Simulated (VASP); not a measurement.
OSZICAR of a VASP run on BN (wurtzite):

File OSZICAR:
```
       N       E                     dE             d eps       ncg     rms          rms(c)
DAV:   1     0.832012497301E+02    0.83201E+02   -0.11136E+04   864   0.181E+03
DAV:   2    -0.306487200712E+02   -0.11385E+03   -0.10479E+03  1320   0.310E+02
DAV:   3    -0.363951199613E+02   -0.57464E+01   -0.57028E+01  1144   0.688E+01
DAV:   4    -0.364882943412E+02   -0.93174E-01   -0.92976E-01  1136   0.832E+00
DAV:   5    -0.364904634008E+02   -0.21691E-02   -0.21681E-02  1116   0.126E+00    0.864E+00
DAV:   6    -0.348945001848E+02    0.15960E+01   -0.47915E+00  1100   0.168E+01    0.356E+00
DAV:   7    -0.347938715699E+02    0.10063E+00   -0.17682E-01  1044   0.393E+00    0.196E+00
DAV:   8    -0.347694215494E+02    0.24450E-01   -0.62682E-02   960   0.245E+00    0.190E-01
DAV:   9    -0.347695148050E+02   -0.93256E-04   -0.21546E-03  1136   0.445E-01    0.765E-02
DAV:  10    -0.347696567180E+02   -0.14191E-03   -0.18202E-04  1056   0.153E-01    0.244E-02
DAV:  11    -0.347696639111E+02   -0.71931E-05   -0.10364E-04  1164   0.827E-02    0.132E-02
DAV:  12    -0.347696618166E+02    0.20945E-05   -0.12281E-05  1096   0.319E-02    0.106E-03
DAV:  13    -0.347696619404E+02   -0.12377E-06   -0.28387E-07   664   0.638E-03
   1 F= -.34769662E+02 E0= -.34769662E+02  d E =-.109215E-13
```

Q: Which electronic solver shows in the log?

A: It is blocked Davidson (ALGO = Normal, or the opening steps of other solvers). The INCAR had ALGO = Normal.

Q: Can the final energy be trusted as converged?

A: The run converged. It stopped with EDIFF = 1E-6, NELM = 100 (PBE GGA, plane waves, VASP's PBE PAW potentials (set 64)).

The compound is BN in the wurtzite structure, a metastable high-pressure form. The cell was not relaxed at this level. The run is one of a series of settings (ENCUT = 800, POTCAR B N_h (PBE.64 set) against the base run), some of them coarse on purpose.
